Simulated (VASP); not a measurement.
Input:

```
C
1.0
    1.22857    -2.12794     0.00000
    1.22857     2.12794     0.00000
    0.00000     0.00000     6.95763
C
4
Direct
  0.00000   0.00000   0.25000
  0.00000   0.00000   0.75000
  0.33333   0.66667   0.25000
  0.66667   0.33333   0.75000
```

The numbers are results of r2SCAN meta-GGA, VASP's PBE PAW potentials (set 64) (plane waves; VASP), not measurements. Numerical set-up: 600 eV cut-off, 10×10×4 Γ-centred mesh, Gaussian smearing of 0.050 eV, potentials C.

Energy and stress use the plane-wave basis of the starting cell.

Task: The ions, cell shape and volume at an external pressure of 10.0 GPa are relaxed. Predict the relaxed structure.

Result: 
```
C
1.0
    1.21903    -2.11142     0.00000
    1.21903     2.11142     0.00000
    0.00000     0.00000     6.01358
C
4
Direct
  0.00000   0.00000   0.25000
  0.00000   0.00000   0.75000
  0.33333   0.66667   0.25000
  0.66667   0.33333   0.75000
```
Space group P6_3/mmc (194), at a tolerance of 0.03 Å.

Task: How do energy and volume change from the first to the last step?

Result: The energy (σ→0) changes by +31.1 meV/atom and the volume by -14.9 %, in 8 ionic steps.

```csv
step,E(σ→0) (eV),max force (eV/Å),pressure (GPa),volume (Å³)
1,-39.7725,0.000,-0.17,36.38
2,-39.5367,0.000,27.20,33.42
3,-39.7371,0.000,9.76,35.17
4,-39.7357,0.000,9.71,34.09
5,-39.6383,0.000,10.89,30.80
6,-39.6438,0.000,10.82,30.89
7,-39.6620,0.000,6.65,31.23
8,-39.6481,0.000,9.99,30.96
```

The compound is C in the graphite structure. This run relaxes it under an external pressure of 10 GPa. Symmetry was kept, so distortions that lower it aren't found.
